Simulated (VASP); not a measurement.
# Gap, carriers and strain in SiPb (Pm-3m), part 2 of 3

The runs below take SiPb at its given cell and follow the band edges through several levels. The cell is generated by rule, not measured, and may not be a known phase.

VASP 6.6.1, plane waves and PAW; the level of theory is named at each step.

Still holding for the runs below: The k-mesh is coarse for a metal.

So far. Step 3 (Bands on a dense mesh): At -9.3 GPa the cell is away from the equilibrium volume of this level: left free, it would shrink.

The structure was built from a prototype and need not be the compound's stable phase.

## 4. Bands with spin-orbit coupling

This step: PBEsol, spin-orbit coupling; plane waves and PAW (Pb_d, Si); invented cell (VASP 6.6.1).

Spin-orbit coupling can split and shift the band edges, more so for heavy elements, so the bands are solved again with spinors.

INCAR

```
SYSTEM = SiPb
PREC = Accurate
ENCUT = 400
EDIFF = 1E-06
NELM = 100
ISMEAR = 0
SIGMA = 0.02
LREAL = .FALSE.
ALGO = Normal
GGA = PS
LNONCOLLINEAR = .TRUE.
MAGMOM = 0 0 0 0 0 0
NBANDS = 30
GGA_COMPAT = .FALSE.
LASPH = .TRUE.
LSORBIT = .TRUE.
LORBIT = 11
LWAVE = .FALSE.
LCHARG = .FALSE.
KPAR = 4
ISIF = 2
```

POSCAR

```
SiPb
1.0
    3.9889100000      0.0000000000      0.0000000000
    0.0000000000      3.9889100000      0.0000000000
    0.0000000000      0.0000000000      3.9889100000
Pb Si
1 1
Direct
    0.0000000000      0.0000000000      0.0000000000
    0.5000000000      0.5000000000      0.5000000000
```

KPOINTS

```
Automatic mesh
0
Gamma
8 8 8
0 0 0
```

KPOINTS_OPT

```
Line mode
16
Line-mode
Reciprocal
  0.00000000   0.00000000   0.00000000 GAMMA
  0.00000000   0.50000000   0.00000000 X

  0.00000000   0.50000000   0.00000000 X
  0.50000000   0.50000000   0.00000000 M

  0.50000000   0.50000000   0.00000000 M
  0.00000000   0.00000000   0.00000000 GAMMA

  0.00000000   0.00000000   0.00000000 GAMMA
  0.50000000   0.50000000   0.50000000 R

  0.50000000   0.50000000   0.50000000 R
  0.00000000   0.50000000   0.00000000 X

  0.50000000   0.50000000   0.00000000 M
  0.50000000   0.50000000   0.50000000 R
```

PAW data sets: Pb_d and Si (PBE family, release 64).

Command:

```
$ mpirun -np 4 vasp_ncl
```

The program printed:

```text
[... set-up lines as in an earlier step ...]
 entering main loop
       N       E                     dE             d eps       ncg     rms          rms(c)
DAV:   1     0.151466852723E+03    0.15147E+03   -0.67879E+03  2108   0.968E+02
DAV:   2     0.366542313936E+01   -0.14780E+03   -0.14143E+03  2186   0.303E+02
DAV:   3    -0.810706044010E+01   -0.11772E+02   -0.11583E+02  2686   0.104E+02
DAV:   4    -0.850719007234E+01   -0.40013E+00   -0.39911E+00  2598   0.220E+01
DAV:   5    -0.852871466150E+01   -0.21525E-01   -0.21520E-01  3046   0.460E+00    0.959E-01
DAV:   6    -0.851263248217E+01    0.16082E-01   -0.23344E-02  2796   0.196E+00    0.522E-01
DAV:   7    -0.850760236654E+01    0.50301E-02   -0.12767E-02  2698   0.112E+00    0.225E-01
DAV:   8    -0.850747449696E+01    0.12787E-03   -0.60365E-04  2784   0.256E-01    0.107E-01
DAV:   9    -0.850745060977E+01    0.23887E-04   -0.15354E-04  2730   0.200E-01    0.462E-02
DAV:  10    -0.850745604392E+01   -0.54341E-05   -0.15384E-05  2412   0.455E-02    0.139E-02
DAV:  11    -0.850745716948E+01   -0.11256E-05   -0.40474E-06  2496   0.282E-02    0.369E-03
DAV:  12    -0.850745679162E+01    0.37786E-06   -0.59082E-07  1500   0.132E-02
   1 F= -.85074568E+01 E0= -.85071080E+01  d E =-.697484E-03  mag=     0.0000     0.0000    -0.0000
 Start KPOINTS_OPT (optional k-point list driver)
k-point batch [1-35\96]
       N       E                     dE             ncg
DAV:   1     0.147184198901E+04   -0.89757E+04     2100
DAV:   2    -0.375342192700E+04   -0.52253E+04     2160
DAV:   3    -0.418869409553E+04   -0.43527E+03     2646
DAV:   4    -0.420480832875E+04   -0.16114E+02     2494
DAV:   5    -0.420564669757E+04   -0.83837E+00     3134
DAV:   6    -0.420565486089E+04   -0.81633E-02     2606
DAV:   7    -0.420565508356E+04   -0.22267E-03     3134
DAV:   8    -0.420565508589E+04   -0.23275E-05     2146
DAV:   9    -0.420565508607E+04   -0.18057E-06     1568
[...]
k-point batch [71-96\96]
       N       E                     dE             ncg
DAV:   1     0.620853744472E+04   -0.12042E+05     1560
DAV:   2     0.238842807156E+04   -0.38201E+04     1638
DAV:   3     0.207691162835E+04   -0.31152E+03     1960
DAV:   4     0.206613627495E+04   -0.10775E+02     1906
DAV:   5     0.206558348431E+04   -0.55279E+00     2330
DAV:   6     0.206557563703E+04   -0.78473E-02     2012
DAV:   7     0.206557548112E+04   -0.15591E-03     2348
DAV:   8     0.206557547928E+04   -0.18429E-05     1610
DAV:   9     0.206557547915E+04   -0.13248E-06     1220
```

Run time: 66 s. Hardware: 4 MPI ranks of AMD EPYC 7R43, shared host; peak memory 1.1 GiB; 4.3 min of CPU time.

From OUTCAR (step 4):

```text
The static configuration has the point symmetry O_h .

 Found     35 irreducible k-points:

   k-points           NKPTS =     35   k-points in BZ     NKDIM =     35   number of bands    NBANDS=     30

   NELECT =      18.0000    total number of electrons

 E-fermi :   4.4133

 k-point     1 :       0.0000    0.0000    0.0000
  band No.  band energies     occupation
    ...
     16       3.6959      1.00000
     17       4.3858      0.97398
     18       4.3858      0.97398
     19       4.3858      0.97398
     20       4.3858      0.97398
     21       8.6306      0.00000
     22       8.6306      0.00000
     23       8.6306      0.00000
     24       8.6306      0.00000
     25       9.2508      0.00000
    ...

 k-point     2 :       0.1250    0.0000    0.0000
  band No.  band energies     occupation
    ...
     14      -0.3983      1.00000
     15       3.7278      1.00000
     16       3.7278      1.00000
     17       4.3377      1.00000
     18       4.3377      1.00000
     19       4.5278      0.00000
     20       4.5278      0.00000
     21       8.7428      0.00000
     22       8.7428      0.00000
     23       8.7660      0.00000
    ...

  Total       -3.6638090     -3.6638090     -3.6638090      0.0000000      0.0000000     -0.0000000
  in kB      -92.4870007    -92.4870007    -92.4870007      0.0000000      0.0000000     -0.0000000
  external PRESSURE =     -92.4870007 kB  Pullay stress =       0.0000000 kB

 POSITION                                       TOTAL-FORCE (eV/Angst)
 -----------------------------------------------------------------------------------
      0.00000      0.00000      0.00000         0.000000      0.000000      0.000000
      1.99446      1.99446      1.99446         0.000000      0.000000      0.000000
 -----------------------------------------------------------------------------------
    total drift:                               -0.000000     -0.000000     -0.000000

  FREE ENERGIE OF THE ION-ELECTRON SYSTEM (eV)
  ---------------------------------------------------
  free  energy   TOTEN  =        -8.5074567916 eV

  energy  without entropy=       -8.5067593076  energy(sigma->0) =       -8.50710805

 Spin-Orbit-Coupling matrix elements
 Ion:    1  E_soc:     -1.0390994
 Ion:    2  E_soc:     -0.0016369

 total charge
# of ion       s       p       d       tot
------------------------------------------
    1        1.397   0.639   9.810  11.846
    2        0.925   0.548   0.000   1.473
--------------------------------------------------
tot          2.322   1.187   9.810  13.319

 magnetization (x)
# of ion       s       p       d       tot
------------------------------------------
    1        0.000   0.000  -0.000   0.000
    2        0.000  -0.000   0.000   0.000
--------------------------------------------------
tot          0.000  -0.000  -0.000   0.000

 magnetization (y)
# of ion       s       p       d       tot
------------------------------------------
    1       -0.000   0.000   0.000  -0.000
    2       -0.000   0.000   0.000  -0.000
--------------------------------------------------
tot         -0.000   0.000   0.000  -0.000

 magnetization (z)
# of ion       s       p       d       tot
------------------------------------------
    1        0.000   0.000  -0.000  -0.000
    2       -0.000   0.000   0.000  -0.000
--------------------------------------------------
tot         -0.000   0.000  -0.000  -0.000

[... 7 parts as in an earlier step ...]

[... 5 further parts left out ...]
```

LASPH is on here and off in the session's scalar semilocal runs, so a comparison with those holds both changes.

Numbers from this step:

```yaml
bands: 30
irreducible_k_points: 35
free_energy_toten: -8.507 eV
energy_at_zero_smearing: -8.507 eV
fermi_energy: 4.413 eV
pressure: -9.249 GPa
```

The spin moment in the PAW sphere vanishes on all atoms.

On-site spin-orbit energy by atom:

| atom | on-site spin-orbit energy (eV) |
| --- | --- |
| Pb1 | -1.04 |
| Si2 | 0.00 |

Electronic bands along the path, in eV, zero at the Fermi level; # counts the bands kept, so #1 is VASP's band 11:

| point | #5 | #6 | #7 | #8 | #9 | #10 | #11 | #12 |
| --- | --- | --- | --- | --- | --- | --- | --- | --- |
| Γ | -0.72 | -0.72 | -0.03 | -0.03 | -0.03 | -0.03 | 4.22 | 4.22 |
| 0.53 of the way | -0.50 | -0.50 | 0.26 | 0.26 | 0.60 | 0.60 | 3.06 | 3.06 |
| X | 0.69 | 0.69 | 0.76 | 0.76 | 1.53 | 1.53 | 1.58 | 1.58 |
| 0.47 of the way | -1.66 | -1.66 | -1.27 | -1.27 | 1.72 | 1.72 | 2.52 | 2.52 |
| M | -3.50 | -3.50 | -3.10 | -3.10 | 1.97 | 1.97 | 3.31 | 3.31 |
| 0.47 of the way | -2.34 | -2.34 | 0.37 | 0.37 | 0.95 | 0.95 | 2.01 | 2.01 |
| Γ | -0.72 | -0.72 | -0.03 | -0.03 | -0.03 | -0.03 | 4.22 | 4.22 |
| 0.47 of the way | -1.73 | -1.73 | -1.32 | -1.32 | 0.48 | 0.48 | 2.75 | 2.75 |
| R | -1.59 | -1.59 | -0.90 | -0.90 | -0.90 | -0.90 | -0.87 | -0.87 |
| 0.47 of the way | -2.01 | -2.01 | -1.61 | -1.61 | -0.12 | -0.12 | 0.30 | 0.30 |
| X | 0.69 | 0.69 | 0.76 | 0.76 | 1.53 | 1.53 | 1.58 | 1.58 |
| jump to M | -3.50 | -3.50 | -3.10 | -3.10 | 1.97 | 1.97 | 3.31 | 3.31 |
| 0.47 of the way | -2.97 | -2.97 | -2.55 | -2.55 | 0.43 | 0.43 | 0.98 | 0.98 |
| R | -1.59 | -1.59 | -0.90 | -0.90 | -0.90 | -0.90 | -0.87 | -0.87 |

Of the projections kept (Pb, Si), the largest for each band there; the rest of the weight can lie on other orbitals:

| point | #5 | #6 | #7 | #8 | #9 | #10 | #11 | #12 |
| --- | --- | --- | --- | --- | --- | --- | --- | --- |
| Γ | Pb 0.59 | Pb 0.59 | Si 0.61 | Si 0.61 | Si 0.61 | Si 0.61 | Pb 1.00 | Pb 1.00 |
| X | Si 0.57 | Si 0.57 | Pb 0.71 | Pb 0.71 | Si 0.95 | Si 0.95 | Si 0.95 | Si 0.95 |
| M | Pb 0.64 | Pb 0.64 | Pb 0.54 | Pb 0.54 | Si 1.00 | Si 1.00 | Pb 0.80 | Pb 0.80 |
| Γ | Pb 0.59 | Pb 0.59 | Si 0.61 | Si 0.61 | Si 0.61 | Si 0.61 | Pb 1.00 | Pb 1.00 |
| R | Pb 1.00 | Pb 1.00 | Si 0.90 | Si 0.90 | Si 0.90 | Si 0.90 | Si 0.89 | Si 0.89 |
| X | Si 0.57 | Si 0.57 | Pb 0.71 | Pb 0.71 | Si 0.95 | Si 0.95 | Si 0.95 | Si 0.95 |

## 5. Orbitals for bands with HSE06

This step: PBE; plane waves and PAW (Pb_d, Si); invented cell (VASP 6.6.1).

The hybrid starts from PBE orbitals, which saves many expensive cycles.

INCAR

```
SYSTEM = SiPb
PREC = Accurate
ENCUT = 400
EDIFF = 1E-05
NELM = 100
ISMEAR = 0
SIGMA = 0.02
LREAL = .FALSE.
ALGO = Normal
GGA = PE
NBANDS = 15
LORBIT = 11
LWAVE = .TRUE.
LCHARG = .FALSE.
KPAR = 4
```

POSCAR is that of step 4.

KPOINTS

```
Automatic mesh
0
Gamma
4 4 4
0 0 0
```

Command:

```
$ mpirun -np 4 vasp_std
```

The program printed:

```text
[banner, memory and clock lines left out]
running    4 mpi-ranks, on    1 nodes
 distrk:  each k-point on    1 cores,    4 groups
 distr:  one band on    1 cores,    1 groups

 POSCAR found type information on POSCAR PbSi
 POSCAR found :  2 types and       2 ions
 LDA part: xc-table for (Slater+PW92), standard interpolation
 POSCAR, INCAR and KPOINTS ok, starting setup
 FFT: planning ... GRIDC
 FFT: planning ... GRID_SOFT
 FFT: planning ... GRID
 WAVECAR not read
 entering main loop
       N       E                     dE             d eps       ncg     rms          rms(c)
DAV:   1     0.118133446115E+03    0.11813E+03   -0.72274E+03   308   0.956E+02
DAV:   2    -0.568809054526E+00   -0.11870E+03   -0.11435E+03   321   0.268E+02
DAV:   3    -0.722503429091E+01   -0.66562E+01   -0.66077E+01   384   0.708E+01
DAV:   4    -0.736672697331E+01   -0.14169E+00   -0.14167E+00   373   0.125E+01
DAV:   5    -0.737271291116E+01   -0.59859E-02   -0.59858E-02   422   0.197E+00    0.112E+00
DAV:   6    -0.731978427455E+01    0.52929E-01   -0.88596E-02   377   0.307E+00    0.633E-01
DAV:   7    -0.731327614970E+01    0.65081E-02   -0.39804E-02   406   0.143E+00    0.224E-01
DAV:   8    -0.731309523526E+01    0.18091E-03   -0.40572E-03   363   0.783E-01    0.644E-02
DAV:   9    -0.731310323274E+01   -0.79975E-05   -0.39665E-04   414   0.195E-01    0.455E-02
DAV:  10    -0.731310432697E+01   -0.10942E-05   -0.37939E-05   348   0.387E-02
   1 F= -.73131043E+01 E0= -.73127404E+01  d E =-.727802E-03
 writing wavefunctions
```

Run time: 3.2 s. Hardware: 4 MPI ranks; peak memory 0.46 GiB.

Parts of OUTCAR (step 5):

```text
   k-points           NKPTS =     10   k-points in BZ     NKDIM =     10   number of bands    NBANDS=     15

   NELECT =      18.0000    total number of electrons

 E-fermi :   4.7544

 k-point     1 :       0.0000    0.0000    0.0000
  band No.  band energies     occupation
    ...
      6      -5.7044      2.00000
      7       0.0405      2.00000
      8       4.3710      2.00000
      9       4.3710      2.00000
     10       4.3710      2.00000
     11       8.8008      0.00000
     12       8.8008      0.00000
     13      10.5200      0.00000
     14      10.5200      0.00000
     15      10.5200      0.00000

  Total       -2.9274829     -2.9274829     -2.9274829      0.0000000     -0.0000000      0.0000000
  in kB      -73.8996249    -73.8996249    -73.8996249      0.0000000     -0.0000000      0.0000000
  external PRESSURE =     -73.8996249 kB  Pullay stress =       0.0000000 kB

  FREE ENERGIE OF THE ION-ELECTRON SYSTEM (eV)
  ---------------------------------------------------
  free  energy   TOTEN  =        -7.3131043270 eV

  energy  without entropy=       -7.3123765248  energy(sigma->0) =       -7.31274043

[... 7 parts as in an earlier step ...]

[... 10 further parts left out ...]
```

Numbers from this step:

* SCF cycles: 10
* bands: 15
* irreducible k-points: 10
* free energy (TOTEN): -7.313 eV
* energy at zero smearing: -7.313 eV
* Fermi energy: 4.754 eV
* pressure: -7.390 GPa

The run ends at a pressure of -7.39 GPa.

[end of part 2 of 3]

[Lines on the potential files, build, host, timing and source positions are cut from VASP's logs without a mark.]

[Logs are printed without paths, hosts, clocks, repeated set-up lines and the standing remarks that a program may print on its own settings, such as how far it seeks lower states.]

[Hosts, paths, dates, database ids (printed as entryN), source tags and the programs' standing remarks are cut or masked in the printed files.]

[In band tables of VASP the shares of atoms and orbitals are scaled to a sum of 1 inside the atoms' spheres.]

[Gaps and slopes under strain along one axis are those of the sampled path and mesh points; where strain splits equal valleys, another of them can be the edge.]
